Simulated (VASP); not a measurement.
**Os: relaxation of shape and atoms at fixed volume with PBE**

Crystal: Os.

```xyz
2
Lattice="2.7889 0.0000 0.0000 -1.3944 2.4152 0.0000 0.0000 0.0000 4.4076" Properties=species:S:1:pos:R:3 pbc="T T T"
Os    0.0000    1.6101    1.1019
Os    1.3944    0.8051    3.3057
```

The cell isn't the ideal one: a relaxed cell with its volume scaled by 1.04.

- Program: VASP 6.6.1
- Task: relaxation of shape and atoms at fixed volume
- Functional: PBE
- Potentials or basis: VASP PAW PBE potentials, release 64 (Os)
- Cutoff: 600 eV
- k mesh: 15 × 15 × 9
- Occupations: methfessel-paxton, width 0.1 eV
- Spin: no spin polarisation
- Further INCAR settings: ALGO = Normal; EDIFF = 1e-07; IBRION = 2; EDIFFG = -0.01; NSW = 40; ISIF = 4

```
Energy gained by relaxing : 0.1 meV/atom
Ionic steps               : 3
Pressure after relaxing   : -14.4 GPa
Band gap on the k mesh    : none (metal or under the smearing width)
```

Step by step:
| step | energy change (eV) | largest force (eV/Å) | pressure (GPa) |
| --- | --- | --- | --- |
| 1 | 0.0000 | 0.0000 | -14.46 |
| 2 | 0.0001 | 0.0000 | -14.39 |
| 3 | -0.0001 | 0.0000 | -14.43 |

Final structure:
```xyz
2
Lattice="2.7905 0.0000 0.0000 -1.3952 2.4166 0.0000 0.0000 0.0000 4.4024" Properties=species:S:1:pos:R:3 pbc="T T T"
Os    0.0000    1.6111    1.1006
Os    1.3952    0.8055    3.3018
```

Levels at points of the mesh, in eV from the Fermi level:
| k point | band 5 | band 6 | band 7 | band 8 | band 9 | band 10 | band 11 | band 12 |
| --- | --- | --- | --- | --- | --- | --- | --- | --- |
| (0.00, 0.00, 0.00) | -2.55 | -2.03 | -2.03 | -1.44 | -1.44 | 0.06 | 1.54 | 1.54 |

It took 31 s on 1 thread of Intel(R) Xeon(R) 6975P-C (Granite Rapids), with other jobs on the host, peak memory 0.2 GiB.

Spin-orbit coupling is left out, which matters for the levels of Os.
